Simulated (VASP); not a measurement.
NdGa₂ (space group P6/mmm): computed properties

Method: SCAN meta-GGA, VASP's PBE PAW potentials (set 64) (plane waves; VASP 6.6.1).

```
Quantity                                                                                Value
----------------------------------  ---------------------------------------------------------
space group                                                                      P6/mmm (191)
cell                                a = b = 4.220 Å, c = 4.279 Å, α = β = 90.00°, γ = 120.00°
volume per atom                                                                 22.00 Å³/atom
band gap (over mesh and band path)                   none (metal, semimetal or under 0.01 eV)
density                                                                            7.14 g/cm³
```

Ga2Nd is modelled in the hexagonal space group P6/mmm (No. 191), Pearson symbol hP3. Cell: a = b = 4.2203 Å, c = 4.2794 Å, α = β = 90.00°, γ = 120.00°. Nd on 1a has 12 Ga at 3.243 Å and 8 Nd at 4.220–4.279 Å. Ga on 2d is coordinated by 3 Ga at 2.437 Å and 6 Nd at 3.243 Å. (Neighbours: up to the widest gap in distance over summed covalent radii, below 1.35, at either atom.)

The 4f electrons are frozen in the core of the lanthanide potential, so 4f levels, which can set the real gap, and their magnetism are missing.

The structure comes from a measured NdGa2 entry (P6/mmm) of the Crystallography Open Database, whose conditions weren't checked. It was relaxed first. Symmetry was kept, so distortions that lower it aren't found. The electron count is odd and the run is not spin-polarised, which forces a metal.
